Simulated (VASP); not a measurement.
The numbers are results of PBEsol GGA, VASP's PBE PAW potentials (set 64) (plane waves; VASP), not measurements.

VASP ran on this input.

File KPOINTS:
```
Automatic
0
gamma
 9 9 9
```

### INCAR
```
! general
SYSTEM  = Cs
PREC    = Accurate
ENCUT   = 500
LREAL   = .FALSE.   ! projection in real space or not
LASPH   = .TRUE.   ! aspherical one-centre terms

! electronic loop
EDIFF   = 1E-6   ! SCF stop (eV)
NELM    = 100
ALGO    = Normal   ! blocked Davidson
LMAXMIX = 4   ! l cut-off of mixed one-centre charges

! smearing
ISMEAR  = 1   ! Methfessel-Paxton
SIGMA   = 0.1   ! width (eV)

! functional
GGA     = PS   ! PBEsol

! ions
IBRION  = 2   ! conjugate gradients
NSW     = 40   ! most ionic steps
ISIF    = 3   ! ions, shape and volume
EDIFFG  = -0.02   ! ionic stop

! output
LWAVE   = .FALSE.
LCHARG  = .FALSE.
```

POSCAR:
```
Cs
1
   -3.0019723340     3.0019723340     3.0019723340
    3.0019723340    -3.0019723340     3.0019723340
    3.0019723340     3.0019723340    -3.0019723340
Cs
1
Direct
  0.0000000000   0.0000000000   0.0000000000
```

POTCAR, in this order: Cs_sv (PBE.64 set). Program: vasp_std.

Output

### OSZICAR
```
       N       E                     dE             d eps       ncg     rms          rms(c)
DAV:   1     0.530157794994E+02    0.53016E+02   -0.29655E+03   560   0.769E+02
DAV:   2     0.358369900022E+01   -0.49432E+02   -0.48055E+02   744   0.121E+02
DAV:   3    -0.887408117935E+00   -0.44711E+01   -0.44711E+01   560   0.452E+01
DAV:   4    -0.943949786002E+00   -0.56542E-01   -0.56542E-01  1056   0.625E+00
DAV:   5    -0.943983875988E+00   -0.34090E-04   -0.34088E-04   696   0.907E-02    0.133E-01
DAV:   6    -0.943691936243E+00    0.29194E-03   -0.12772E-03  1024   0.209E-01    0.925E-02
DAV:   7    -0.943901741122E+00   -0.20980E-03   -0.32664E-03   760   0.356E-01    0.340E-02
DAV:   8    -0.943960961320E+00   -0.59220E-04   -0.10262E-04   824   0.871E-02    0.547E-03
DAV:   9    -0.943962288748E+00   -0.13274E-05   -0.31124E-06   928   0.113E-02    0.300E-03
DAV:  10    -0.943961883350E+00    0.40540E-06   -0.70960E-07   712   0.542E-03
   1 F= -.94396188E+00 E0= -.94355460E+00  d E =-.943962E+00
```

**OUTCAR**
```
------------------------ aborting loop because EDIFF is reached ----------------------------------------
  FORCE on cell =-STRESS in cart. coord.  units (eV):
  Direction    XX          YY          ZZ          XY          YZ          ZX
  --------------------------------------------------------------------------------------
  Total        0.0027930      0.0027930      0.0027930      0.0000000      0.0000000      0.0000000
  in kB        0.0413528      0.0413528      0.0413528      0.0000000      0.0000000      0.0000000
  external PRESSURE =       0.0413528 kB  Pullay stress =       0.0000000 kB
  volume of cell :      108.21
      direct lattice vectors                 reciprocal lattice vectors
    -3.001972334  3.001972334  3.001972334     0.000000000  0.166557165  0.166557165
     3.001972334 -3.001972334  3.001972334     0.166557165  0.000000000  0.166557165
     3.001972334  3.001972334 -3.001972334     0.166557165  0.166557165  0.000000000
 POSITION                                       TOTAL-FORCE (eV/Angst)
 -----------------------------------------------------------------------------------
      0.00000      0.00000      0.00000         0.000000      0.000000     -0.000000
 -----------------------------------------------------------------------------------
    total drift:                               -0.000000     -0.000000      0.000000
  FREE ENERGIE OF THE ION-ELECTRON SYSTEM (eV)
  ---------------------------------------------------
  free  energy   TOTEN  =        -0.9439618834 eV

  energy  without entropy=       -0.9427400299  energy(sigma->0) =       -0.94355460

 reached required accuracy - stopping structural energy minimisation
```
(Selected blocks of OUTCAR.)

The compound is Cs in the bcc structure. It was relaxed first.
